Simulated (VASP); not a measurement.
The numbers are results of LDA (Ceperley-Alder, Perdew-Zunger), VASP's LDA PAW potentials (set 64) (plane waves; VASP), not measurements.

The input files of a VASP run:

File QPOINTS:
```
k-points along high-symmetry lines
13
Line-mode
Cartesian
  0.000000   0.000000   0.000000 ! GAMMA
  0.000000   0.229099   0.000000 ! X

  0.000000   0.229099   0.000000 ! X
  0.057275   0.229099   0.057275 ! U

  0.171824   0.171824  -0.000000 ! K
  0.000000   0.000000   0.000000 ! GAMMA

  0.000000   0.000000   0.000000 ! GAMMA
  0.114549   0.114549   0.114549 ! L

  0.114549   0.114549   0.114549 ! L
  0.114549   0.229099  -0.000000 ! W

  0.114549   0.229099  -0.000000 ! W
  0.000000   0.229099   0.000000 ! X
```

INCAR:
```
ALGO=Normal
EDIFF=1E-7
ENCUT=400
IBRION=6
ISIF=2
ISMEAR=1
LASPH=.TRUE.
LCHARG=.FALSE.
LMAXMIX=6
LPHON_DISPERSION=.TRUE.
LREAL=.FALSE.
LWAVE=.FALSE.
NELM=100
NFREE=2
NSW=1
POTIM=0.015
PREC=Accurate
SIGMA=0.1
SYSTEM=Hf
```

File POSCAR:
```
Hf
1
    0.0000000000     6.5473967919     6.5473967919
    6.5473967919     0.0000000000     6.5473967919
    6.5473967919     6.5473967919     0.0000000000
Hf
27
Direct
  0.0000000000   0.0000000000   0.0000000000
  0.0000000000   0.0000000000   0.3333333333
  0.0000000000   0.0000000000   0.6666666667
  0.0000000000   0.3333333333   0.0000000000
  0.0000000000   0.3333333333   0.3333333333
  0.0000000000   0.3333333333   0.6666666667
  0.0000000000   0.6666666667   0.0000000000
  0.0000000000   0.6666666667   0.3333333333
  0.0000000000   0.6666666667   0.6666666667
  0.3333333333   0.0000000000   0.0000000000
  0.3333333333   0.0000000000   0.3333333333
  0.3333333333   0.0000000000   0.6666666667
  0.3333333333   0.3333333333   0.0000000000
  0.3333333333   0.3333333333   0.3333333333
  0.3333333333   0.3333333333   0.6666666667
  0.3333333333   0.6666666667   0.0000000000
  0.3333333333   0.6666666667   0.3333333333
  0.3333333333   0.6666666667   0.6666666667
  0.6666666667   0.0000000000   0.0000000000
  0.6666666667   0.0000000000   0.3333333333
  0.6666666667   0.0000000000   0.6666666667
  0.6666666667   0.3333333333   0.0000000000
  0.6666666667   0.3333333333   0.3333333333
  0.6666666667   0.3333333333   0.6666666667
  0.6666666667   0.6666666667   0.0000000000
  0.6666666667   0.6666666667   0.3333333333
  0.6666666667   0.6666666667   0.6666666667
```

**KPOINTS**
```
Automatic mesh
0
Gamma
4 4 4
0 0 0
```

POTCAR, in this order: Hf_pv (LDA.64 set). Program: vasp_std.

Output

File OUTCAR:
```
 ion  position               nearest neighbor table
   1  0.000  0.000  0.000-   2 3.09   3 3.09   4 3.09   6 3.09   7 3.09   8 3.09  10 3.09  12 3.09
                            16 3.09  19 3.09  20 3.09  22 3.09
   2  0.000  0.000  0.333-   1 3.09   4 3.09   5 3.09   8 3.09  10 3.09  11 3.09  17 3.09  20 3.09
                            23 3.09  21 3.09   9 3.09   3 3.09
   3  0.000  0.000  0.667-   1 3.09   6 3.09   7 3.09   9 3.09  12 3.09  18 3.09  19 3.09  21 3.09
                            24 3.09  11 3.09   5 3.09   2 3.09
   4  0.000  0.333  0.000-   1 3.09   2 3.09   5 3.09   6 3.09  10 3.09  13 3.09  15 3.09  22 3.09
                            23 3.09   9 3.09  25 3.09   7 3.09
   5  0.000  0.333  0.333-   2 3.09   4 3.09  11 3.09  13 3.09  14 3.09  23 3.09   3 3.09   7 3.09
                            24 3.09  26 3.09   6 3.09   8 3.09
   6  0.000  0.333  0.667-   1 3.09   3 3.09   4 3.09  12 3.09  15 3.09  22 3.09  24 3.09  14 3.09
                            27 3.09   5 3.09   8 3.09   9 3.09
   7  0.000  0.667  0.000-   1 3.09   3 3.09   8 3.09   9 3.09  16 3.09  18 3.09  19 3.09  25 3.09
                            26 3.09  13 3.09   5 3.09   4 3.09
   8  0.000  0.667  0.333-   1 3.09   2 3.09   7 3.09  16 3.09  17 3.09  20 3.09  26 3.09  14 3.09
                            27 3.09   6 3.09   5 3.09   9 3.09
   9  0.000  0.667  0.667-   3 3.09   7 3.09  18 3.09  21 3.09  25 3.09  27 3.09   4 3.09   2 3.09
                            15 3.09  17 3.09   6 3.09   8 3.09
  10  0.333  0.000  0.000-   1 3.09   2 3.09   4 3.09  11 3.09  12 3.09  13 3.09  15 3.09  16 3.09
                            17 3.09  21 3.09  25 3.09  19 3.09
  11  0.333  0.000  0.333-   2 3.09   5 3.09  10 3.09  13 3.09  14 3.09  17 3.09   3 3.09  18 3.09
                            19 3.09  26 3.09  20 3.09  12 3.09
  12  0.333  0.000  0.667-   1 3.09   3 3.09   6 3.09  10 3.09  15 3.09  16 3.09  18 3.09  14 3.09
                            27 3.09  20 3.09  21 3.09  11 3.09
  13  0.333  0.333  0.000-   4 3.09   5 3.09  10 3.09  11 3.09  14 3.09  15 3.09   7 3.09  18 3.09
                            19 3.09  24 3.09  22 3.09  16 3.09
  14  0.333  0.333  0.333-   5 3.09  11 3.09  13 3.09   6 3.09  12 3.09   8 3.09  16 3.09  20 3.09
                            22 3.09  15 3.09  17 3.09  23 3.09
  15  0.333  0.333  0.667-   4 3.09   6 3.09  10 3.09  12 3.09  13 3.09   9 3.09  21 3.09  17 3.09
                            18 3.09  14 3.09  23 3.09  24 3.09
  16  0.333  0.667  0.000-   1 3.09   7 3.09   8 3.09  10 3.09  12 3.09  17 3.09  18 3.09  14 3.09
                            27 3.09  22 3.09  25 3.09  13 3.09
  17  0.333  0.667  0.333-   2 3.09   8 3.09  10 3.09  11 3.09  16 3.09   9 3.09  25 3.09  14 3.09
                            18 3.09  23 3.09  15 3.09  26 3.09
  18  0.333  0.667  0.667-   3 3.09   7 3.09   9 3.09  12 3.09  16 3.09  13 3.09  11 3.09  15 3.09
                            17 3.09  24 3.09  26 3.09  27 3.09
  19  0.667  0.000  0.000-   1 3.09   3 3.09   7 3.09  20 3.09  21 3.09  22 3.09  24 3.09  25 3.09
                            26 3.09  11 3.09  13 3.09  10 3.09
  20  0.667  0.000  0.333-   1 3.09   2 3.09   8 3.09  19 3.09  22 3.09  23 3.09  26 3.09  14 3.09
                            27 3.09  12 3.09  21 3.09  11 3.09
  21  0.667  0.000  0.667-   3 3.09   9 3.09  19 3.09  24 3.09  25 3.09  27 3.09  23 3.09  10 3.09
                            15 3.09   2 3.09  12 3.09  20 3.09
  22  0.667  0.333  0.000-   1 3.09   4 3.09   6 3.09  19 3.09  20 3.09  23 3.09  24 3.09  14 3.09
                            27 3.09  16 3.09  25 3.09  13 3.09
  23  0.667  0.333  0.333-   2 3.09   4 3.09   5 3.09  20 3.09  22 3.09  21 3.09  25 3.09  15 3.09
                            17 3.09  24 3.09  14 3.09  26 3.09
  24  0.667  0.333  0.667-   3 3.09   6 3.09  19 3.09  21 3.09  22 3.09  13 3.09   5 3.09  18 3.09
                            15 3.09  23 3.09  26 3.09  27 3.09
  25  0.667  0.667  0.000-   7 3.09   9 3.09  19 3.09  21 3.09  26 3.09  27 3.09  10 3.09  23 3.09
                            17 3.09   4 3.09  22 3.09  16 3.09
  26  0.667  0.667  0.333-   7 3.09   8 3.09  19 3.09  20 3.09  25 3.09  11 3.09   5 3.09  18 3.09
                            23 3.09  24 3.09  17 3.09  27 3.09
  27  0.667  0.667  0.667-   9 3.09  21 3.09  25 3.09  12 3.09  16 3.09  20 3.09   8 3.09  22 3.09
                             6 3.09  24 3.09  18 3.09  26 3.09
  LATTYP: Found a face centered cubic cell.
 ALAT       =    13.0947935838
 Subroutine PRICEL returns following result:
  LATTYP: Found a face centered cubic cell.
 ALAT       =     4.3649311942
 Subroutine GETGRP returns: Found 48 space group operations
The static configuration has the point symmetry O_h .
The dynamic configuration has the point symmetry O_h .
 Subroutine INISYM returns: Found 48 space group operations
 Subroutine IBZKPT returns following result:
 Found      8 irreducible k-points:

 Following reciprocal coordinates:
            Coordinates               Weight
  0.000000  0.000000  0.000000      1.000000
  0.250000  0.000000  0.000000      8.000000
  0.500000  0.000000  0.000000      4.000000
  0.250000  0.250000  0.000000      6.000000
  0.500000  0.250000  0.000000     24.000000
 -0.250000  0.250000  0.000000     12.000000
...
```

OSZICAR:
```
       N       E                     dE             d eps       ncg     rms          rms(c)
DAV:   1     0.122234524195E+04    0.12223E+04   -0.12977E+05  2616   0.133E+03
DAV:   2    -0.194299114555E+03   -0.14166E+04   -0.13611E+04  2872   0.379E+02
DAV:   3    -0.290216696757E+03   -0.95918E+02   -0.89185E+02  3360   0.586E+01
DAV:   4    -0.295747222073E+03   -0.55305E+01   -0.50606E+01  3320   0.109E+01
DAV:   5    -0.295961211966E+03   -0.21399E+00   -0.20908E+00  3222   0.187E+00    0.244E+02
DAV:   6    -0.289442014756E+03    0.65192E+01   -0.59628E+00  2780   0.584E+00    0.141E+02
DAV:   7    -0.287216903284E+03    0.22251E+01   -0.88325E+00  2740   0.688E+00    0.710E+00
DAV:   8    -0.287132645641E+03    0.84258E-01   -0.63033E-01  3024   0.184E+00    0.479E-01
DAV:   9    -0.287134479847E+03   -0.18342E-02   -0.19660E-02  3206   0.283E-01    0.747E-01
DAV:  10    -0.287134636452E+03   -0.15660E-03   -0.19893E-03  3108   0.117E-01    0.170E+00
DAV:  11    -0.287134292638E+03    0.34381E-03   -0.59929E-04  2876   0.602E-02    0.123E-01
DAV:  12    -0.287134294788E+03   -0.21500E-05   -0.39516E-05  3424   0.129E-02    0.355E-02
DAV:  13    -0.287134294801E+03   -0.13657E-07   -0.59314E-07  2566   0.166E-03
   1 F= -.28713429E+03 E0= -.28713201E+03  d E =-.686021E-02
 Found     1 degrees of freedom:
       N       E                     dE             d eps       ncg     rms          rms(c)
DAV:   1    -0.287130593269E+03    0.37015E-02   -0.94925E-01  4364   0.255E+00    0.557E-01
DAV:   2    -0.287133658330E+03   -0.30651E-02   -0.33938E-02  4772   0.468E-01    0.196E-01
DAV:   3    -0.287133742707E+03   -0.84376E-04   -0.17634E-03  5432   0.104E-01    0.201E-01
DAV:   4    -0.287133688818E+03    0.53889E-04   -0.25966E-04  5320   0.461E-02    0.877E-02
DAV:   5    -0.287133686080E+03    0.27382E-05   -0.39897E-05  5160   0.156E-02    0.278E-02
DAV:   6    -0.287133685357E+03    0.72241E-06   -0.98454E-06  5272   0.873E-03    0.164E-02
DAV:   7    -0.287133685061E+03    0.29590E-06   -0.23620E-06  5224   0.442E-03    0.638E-03
DAV:   8    -0.287133685059E+03    0.26448E-08   -0.28954E-07  3392   0.164E-03
   2 F= -.28713369E+03 E0= -.28713141E+03  d E =-.682819E-02
       N       E                     dE             d eps       ncg     rms          rms(c)
DAV:   1    -0.287123124665E+03    0.10560E-01   -0.32893E+00  4228   0.462E+00    0.107E+00
DAV:   2    -0.287133660633E+03   -0.10536E-01   -0.11805E-01  4788   0.874E-01    0.391E-01
DAV:   3    -0.287133931066E+03   -0.27043E-03   -0.69135E-03  5486   0.213E-01    0.408E-01
DAV:   4    -0.287133695647E+03    0.23542E-03   -0.10659E-03  5288   0.945E-02    0.161E-01
DAV:   5    -0.287133690017E+03    0.56303E-05   -0.16812E-04  5294   0.323E-02    0.518E-02
DAV:   6    -0.287133686185E+03    0.38318E-05   -0.47592E-05  5208   0.192E-02    0.313E-02
DAV:   7    -0.287133685065E+03    0.11203E-05   -0.86277E-06  5208   0.840E-03    0.135E-02
DAV:   8    -0.287133685104E+03   -0.39883E-07   -0.14415E-06  5416   0.331E-03    0.768E-03
DAV:   9    -0.287133685066E+03    0.38279E-07   -0.39943E-07  3928   0.203E-03
   3 F= -.28713369E+03 E0= -.28713141E+03  d E =-.682822E-02
```

OUTCAR:
```
------------------------ aborting loop because EDIFF is reached ----------------------------------------
  FORCE on cell =-STRESS in cart. coord.  units (eV):
  Direction    XX          YY          ZZ          XY          YZ          ZX
  --------------------------------------------------------------------------------------
  Total       -3.6304846     -3.6318866     -3.6318866     -0.0000000     -0.0000000      0.0000000
  in kB      -10.3618955    -10.3658967    -10.3658967     -0.0000000     -0.0000000      0.0000000
  external PRESSURE =     -10.3645630 kB  Pullay stress =       0.0000000 kB
  volume of cell :      561.35
      direct lattice vectors                 reciprocal lattice vectors
     0.000000000  6.547396792  6.547396792    -0.076366229  0.076366229  0.076366229
     6.547396792  0.000000000  6.547396792     0.076366229 -0.076366229  0.076366229
     6.547396792  6.547396792  0.000000000     0.076366229  0.076366229 -0.076366229
 POSITION                                       TOTAL-FORCE (eV/Angst)
 -----------------------------------------------------------------------------------
     -0.01500      0.00000      0.00000         0.081381      0.000000      0.000000
      2.18247      2.18247      0.00000        -0.014414     -0.010166      0.000000
      4.36493      4.36493      0.00000        -0.014756     -0.010715      0.000000
      2.18247      0.00000      2.18247        -0.014414      0.000000     -0.010166
      4.36493      2.18247      2.18247         0.001116      0.003081      0.003081
      6.54740      4.36493      2.18247         0.001576      0.000192     -0.000192
      4.36493      0.00000      4.36493        -0.014756      0.000000     -0.010715
      6.54740      2.18247      4.36493         0.001576     -0.000192      0.000192
      8.72986      4.36493      4.36493         0.000983      0.002887      0.002887
      0.00000      2.18247      2.18247         0.001576     -0.000192     -0.000192
      2.18247      4.36493      2.18247         0.000983      0.002887     -0.002887
      4.36493      6.54740      2.18247        -0.014756      0.000000      0.010715
      2.18247      2.18247      4.36493         0.000983     -0.002887      0.002887
      4.36493      4.36493      4.36493         0.001116     -0.003081     -0.003081
      6.54740      6.54740      4.36493         0.004087      0.000000     -0.000027
      4.36493      2.18247      6.54740        -0.014756      0.010715      0.000000
      6.54740      4.36493      6.54740         0.004087     -0.000027      0.000000
      8.72986      6.54740      6.54740         0.002268      0.000000      0.000000
      0.00000      4.36493      4.36493         0.001576      0.000192      0.000192
      2.18247      6.54740      4.36493        -0.014414      0.000000      0.010166
      4.36493      8.72986      4.36493         0.001116      0.003081     -0.003081
      2.18247      4.36493      6.54740        -0.014414      0.010166      0.000000
      4.36493      6.54740      6.54740         0.001985      0.000000      0.000000
      6.54740      8.72986      6.54740         0.004087      0.000027      0.000000
      4.36493      4.36493      8.72986         0.001116     -0.003081      0.003081
      6.54740      6.54740      8.72986         0.004087      0.000000      0.000027
      8.72986      8.72986      8.72986         0.000983     -0.002887     -0.002887
 -----------------------------------------------------------------------------------
    total drift:                               -0.000052     -0.000000     -0.000000
  FREE ENERGIE OF THE ION-ELECTRON SYSTEM (eV)
  ---------------------------------------------------
  free  energy   TOTEN  =      -287.1336850662 eV

  energy  without entropy=     -287.1268568412  energy(sigma->0) =     -287.13140899
```
(Selected blocks of OUTCAR.)

The cell is a supercell, built from a database entry that may be metastable or hypothetical.
